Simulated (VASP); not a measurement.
```
Nb
1.0
   -1.64509     1.64509     1.64509
    1.64509    -1.64509     1.64509
    1.64509     1.64509    -1.64509
Nb
1
Direct
  0.00000   0.00000   0.00000
```

Method: PBE GGA with D4 dispersion, VASP's PBE PAW potentials (set 64) (plane waves; VASP). Numerical set-up: 520 eV cut-off, 17×17×17 Γ-centred mesh, tetrahedra with Blöchl corrections, potentials Nb_sv.

Predict the energy per atom (σ→0), band gap (on the k-mesh) with the smallest direct gap where there is one.

The band gap (on the k-mesh) is none (metal, semimetal or under 0.01 eV) and the energy per atom (σ→0) is -10.552 eV/atom.

Total energies compare only between runs with the same potentials, cut-off and functional.

The compound is Nb in the bcc structure. It was relaxed first.
